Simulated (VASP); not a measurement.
Output of a VASP run:

### OUTCAR
```
 ion  position               nearest neighbor table
   1  0.333  0.667  0.250-   2 2.86   2 2.86   2 2.86   2 2.86   2 2.86   2 2.86
   2  0.667  0.333  0.750-   1 2.86   1 2.86   1 2.86   1 2.86   1 2.86   1 2.86
  LATTYP: Found a hexagonal cell.
 ALAT       =     2.9151750023
 C/A-ratio  =     1.5855408798
 Subroutine PRICEL returns:
 Original cell was already a primitive cell.
 Subroutine GETGRP returns: Found 24 space group operations
The static configuration has the point symmetry D_3d.
 The point group associated with its full space group is D_6h.
The dynamic configuration has the point symmetry D_3d.
 Subroutine INISYM returns: Found 24 space group operations
 Subroutine IBZKPT returns following result:
 Found    150 irreducible k-points:

 Following reciprocal coordinates:
            Coordinates               Weight
  0.000000  0.000000  0.000000      1.000000
  0.062500 -0.000000  0.000000      6.000000
  0.125000 -0.000000  0.000000      6.000000
  0.187500 -0.000000  0.000000      6.000000
  0.250000 -0.000000  0.000000      6.000000
  0.312500 -0.000000  0.000000      6.000000
  0.375000 -0.000000  0.000000      6.000000
  0.437500 -0.000000  0.000000      6.000000
  0.500000 -0.000000  0.000000      3.000000
  0.062500  0.062500  0.000000      6.000000
  0.125000  0.062500  0.000000     12.000000
  0.187500  0.062500  0.000000     12.000000
  0.250000  0.062500  0.000000     12.000000
  0.312500  0.062500  0.000000     12.000000
  0.375000  0.062500  0.000000     12.000000
  0.437500  0.062500  0.000000     12.000000
  0.125000  0.125000  0.000000      6.000000
  0.187500  0.125000  0.000000     12.000000
  0.250000  0.125000  0.000000     12.000000
  0.312500  0.125000  0.000000     12.000000
  0.375000  0.125000  0.000000     12.000000
  0.437500  0.125000  0.000000      6.000000
  0.187500  0.187500  0.000000      6.000000
  0.250000  0.187500  0.000000     12.000000
  0.312500  0.187500  0.000000     12.000000
  0.375000  0.187500  0.000000     12.000000
  0.250000  0.250000  0.000000      6.000000
  0.312500  0.250000  0.000000     12.000000
  0.375000  0.250000  0.000000      6.000000
  0.312500  0.312500  0.000000      6.000000
  0.000000  0.000000  0.111111      2.000000
  0.062500 -0.000000  0.111111     12.000000
  0.125000 -0.000000  0.111111     12.000000
  0.187500 -0.000000  0.111111     12.000000
  0.250000 -0.000000  0.111111     12.000000
  0.312500 -0.000000  0.111111     12.000000
  0.375000 -0.000000  0.111111     12.000000
  0.437500 -0.000000  0.111111     12.000000
  0.500000 -0.000000  0.111111      6.000000
  0.062500  0.062500  0.111111     12.000000
   k-points           NKPTS =    150   k-points in BZ     NKDIM =    150   number of bands    NBANDS=     16
   number of dos      NEDOS =    601   number of ions     NIONS =      2
   total plane-waves  NPLWV =  20736
   dimension x,y,z NGX =    24 NGY =   24 NGZ =   36
   dimension x,y,z NGXF=    48 NGYF=   48 NGZF=   72
   ions per type =               2
   PREC   = accura    normal or accurate (medium, high low for compatibility)
   ISTART =      0    job   : 0-new  1-cont  2-samecut
   ICHARG =      2    charge: 1-file 2-atom 10-const
   ISPIN  =      1    spin polarized calculation?
   LNONCOLLINEAR =      F non collinear calculations
   LSORBIT =      F    spin-orbit coupling
   INIWAV =      1    electr: 0-lowe 1-rand  2-diag
   ENCUT  =  520.0 eV  38.22 Ry    6.18 a.u.   5.42  5.42  8.59*2*pi/ulx,y,z
   NELM   =    100;   NELMIN=  2; NELMDL= -5     # of ELM steps
   EDIFF  = 0.1E-06   stopping-criterion for ELM
   LREAL  =      F    real-space projection
   NLSPLINE    = F    spline interpolate recip. space projectors
   LMAXMIX     =    4 max onsite mixed and CHGCAR
   VOSKOWN=      0    Vosko Wilk Nusair interpolation
   EDIFFG = 0.1E-05   stopping-criterion for IOM
   NSW    =      0    number of steps for IOM
...
```

File OSZICAR:
```
...
DAV:  10    -0.291784781577E+02    0.22014E+00   -0.62023E-01  5960   0.560E+00    0.572E+00
DAV:  11    -0.264412399508E+02    0.27372E+01   -0.57080E+00  5800   0.182E+01    0.354E+00
DAV:  12    -0.305433895781E+02   -0.41021E+01   -0.15395E+01  5880   0.399E+01    0.101E+01
DAV:  13    -0.257607107591E+02    0.47827E+01   -0.68565E+00  5248   0.417E+01    0.129E+01
DAV:  14    -0.230103747113E+02    0.27503E+01   -0.68285E+00  5776   0.246E+01    0.988E+00
DAV:  15    -0.254868721436E+02   -0.24765E+01   -0.21255E+00  5968   0.157E+01    0.937E+00
DAV:  16    -0.237149733254E+02    0.17719E+01   -0.48720E+00  4800   0.360E+01    0.110E+01
DAV:  17    -0.235905984234E+02    0.12437E+00   -0.10697E+00  4800   0.153E+01    0.109E+01
DAV:  18    -0.249923135462E+02   -0.14017E+01   -0.91867E-01  5368   0.105E+01    0.107E+01
DAV:  19    -0.293924710674E+02   -0.44002E+01   -0.13115E+01  6048   0.333E+01    0.625E+00
DAV:  20    -0.297005668424E+02   -0.30810E+00   -0.88911E-01  6128   0.135E+01    0.138E+00
DAV:  21    -0.296308226853E+02    0.69744E-01   -0.68406E-02  6936   0.323E+00    0.918E-01
DAV:  22    -0.297044677899E+02   -0.73645E-01   -0.16575E-01  6536   0.351E+00    0.217E+00
DAV:  23    -0.297208835748E+02   -0.16416E-01   -0.17836E-02  6928   0.143E+00    0.229E+00
DAV:  24    -0.297237875318E+02   -0.29040E-02   -0.13514E-03  6120   0.432E-01    0.211E+00
DAV:  25    -0.297726591461E+02   -0.48872E-01   -0.41958E-02  5024   0.289E+00    0.752E-01
DAV:  26    -0.297759290657E+02   -0.32699E-02   -0.34383E-03  6848   0.657E-01    0.452E-01
DAV:  27    -0.297807140279E+02   -0.47850E-02   -0.37583E-03  6672   0.653E-01    0.454E-01
DAV:  28    -0.297814735292E+02   -0.75950E-03   -0.36473E-03  6072   0.773E-01    0.238E-01
DAV:  29    -0.297811126855E+02    0.36084E-03   -0.12285E-03  6728   0.349E-01    0.181E-01
DAV:  30    -0.297810618616E+02    0.50824E-04   -0.82630E-04  6864   0.326E-01    0.195E-01
DAV:  31    -0.297811746259E+02   -0.11276E-03   -0.21045E-04  7688   0.106E-01    0.214E-01
DAV:  32    -0.297807289320E+02    0.44569E-03   -0.71811E-04  5840   0.323E-01    0.108E-01
DAV:  33    -0.297806153703E+02    0.11356E-03   -0.50012E-04  6768   0.245E-01    0.409E-02
DAV:  34    -0.297805681904E+02    0.47180E-04   -0.62606E-05  7376   0.822E-02    0.298E-02
DAV:  35    -0.297805524540E+02    0.15736E-04   -0.40550E-05  6216   0.664E-02    0.111E-02
DAV:  36    -0.297805079457E+02    0.44508E-04   -0.23833E-05  6704   0.598E-02    0.207E-02
DAV:  37    -0.297805158858E+02   -0.79401E-05   -0.13645E-06  5672   0.125E-02    0.182E-02
DAV:  38    -0.297805011811E+02    0.14705E-04   -0.52609E-06  6088   0.318E-02    0.132E-03
DAV:  39    -0.297805063366E+02   -0.51555E-05   -0.43808E-07  4184   0.973E-03    0.150E-03
DAV:  40    -0.297805026492E+02    0.36874E-05   -0.14279E-07  3016   0.467E-03    0.181E-03
DAV:  41    -0.297805063180E+02   -0.36687E-05   -0.14445E-07  2600   0.710E-03    0.203E-03
DAV:  42    -0.297805048142E+02    0.15038E-05   -0.51961E-08  2592   0.372E-03    0.248E-03
DAV:  43    -0.297805037894E+02    0.10248E-05   -0.16411E-08  2536   0.232E-03    0.180E-03
DAV:  44    -0.297805048007E+02   -0.10113E-05   -0.10256E-08  2512   0.169E-03    0.776E-04
DAV:  45    -0.297805046819E+02    0.11886E-06   -0.54543E-09  2528   0.146E-03    0.541E-04
DAV:  46    -0.297805044893E+02    0.19258E-06   -0.29504E-09  2496   0.112E-03    0.396E-04
DAV:  47    -0.297805045479E+02   -0.58584E-07   -0.20873E-09  2512   0.859E-04
   1 F= -.29780505E+02 E0= -.29780505E+02  d E =0.000000E+00
       N       E                     dE             ncg
```

**OUTCAR**
```
------------------------ aborting loop because EDIFF is reached ----------------------------------------
  FORCE on cell =-STRESS in cart. coord.  units (eV):
  Direction    XX          YY          ZZ          XY          YZ          ZX
  --------------------------------------------------------------------------------------
  Total       -0.0169500     -0.0169500      0.0009339      0.0000000      0.0000000     -0.0000000
  in kB       -0.7983205     -0.7983205      0.0439875      0.0000000      0.0000000     -0.0000000
  external PRESSURE =      -0.5175512 kB  Pullay stress =       0.0000000 kB
  volume of cell :       34.02
      direct lattice vectors                 reciprocal lattice vectors
     1.457587477 -2.524615623  0.000000000     0.343032585 -0.198049951  0.000000000
     1.457587477  2.524615623  0.000000000     0.343032585  0.198049951  0.000000000
     0.000000000  0.000000000  4.622129138     0.000000000  0.000000000  0.216350511
 POSITION                                       TOTAL-FORCE (eV/Angst)
 -----------------------------------------------------------------------------------
      1.45759      0.84154      1.15553        -0.000000      0.000000      0.000000
      1.45759     -0.84154      3.46660         0.000000     -0.000000      0.000000
 -----------------------------------------------------------------------------------
    total drift:                               -0.000000      0.001041     -0.000021
  FREE ENERGIE OF THE ION-ELECTRON SYSTEM (eV)
  ---------------------------------------------------
  free  energy   TOTEN  =       -29.7805045479 eV

  energy  without entropy=      -29.7805045479  energy(sigma->0) =      -29.78050455

 total charge

# of ion       s       p       d       tot
------------------------------------------
    1        2.239   6.124   1.882  10.245
    2        2.239   6.124   1.882  10.245
--------------------------------------------------
tot          4.478  12.248   3.764  20.489
```
(Selected blocks of OUTCAR.)

POSCAR:
```
Ti
1
    1.4575874766    -2.5246156227     0.0000000000
    1.4575874766     2.5246156227     0.0000000000
    0.0000000000     0.0000000000     4.6221291380
Ti
2
Direct
  0.3333330000   0.6666670000   0.2500000000
  0.6666670000   0.3333330000   0.7500000000
```

Task: Reconstruct the remaining input files.

Result: One answer among several that fit: the input of the run itself, TPSS meta-GGA, plane waves, VASP's PBE PAW potentials (set 64).

KPOINTS:
```
Automatic mesh
0
Gamma
16 16 9
0 0 0
```

**KPOINTS_OPT**
```
k-points along high-symmetry lines
6
Line-mode
Reciprocal
  0.000000   0.000000   0.000000 ! GAMMA
 -0.000000   0.500000   0.000000 ! M

 -0.000000   0.500000   0.000000 ! M
 -0.333333   0.666667   0.000000 ! K

 -0.333333   0.666667   0.000000 ! K
  0.000000   0.000000   0.000000 ! GAMMA

  0.000000   0.000000   0.000000 ! GAMMA
  0.000000   0.000000   0.500000 ! A

  0.000000   0.000000   0.500000 ! A
 -0.000000   0.500000   0.500000 ! L

 -0.000000   0.500000   0.500000 ! L
 -0.333333   0.666667   0.500000 ! H

 -0.333333   0.666667   0.500000 ! H
  0.000000   0.000000   0.500000 ! A

 -0.000000   0.500000   0.500000 ! L
 -0.000000   0.500000   0.000000 ! M

 -0.333333   0.666667   0.500000 ! H
 -0.333333   0.666667   0.000000 ! K
```

INCAR:
```
! general
SYSTEM  = Ti
PREC    = Accurate
ENCUT   = 520
LREAL   = F
LASPH   = T

! electronic loop
EDIFF   = 1E-7
NELM    = 100
ALGO    = Normal
LMAXMIX = 4
LMIXTAU = T

! smearing
ISMEAR  = -5

! functional
METAGGA = TPSS

! ions
ISIF    = 2

! output
LWAVE   = F
LCHARG  = F
LORBIT  = 11
NEDOS   = 601
```

POTCAR, in this order: Ti_sv (PBE.64 set). Program: vasp_std.

For a metal the tetrahedron method with Blöchl corrections gives inexact stress and forces.

The compound is Ti in the hcp structure. It was relaxed first.
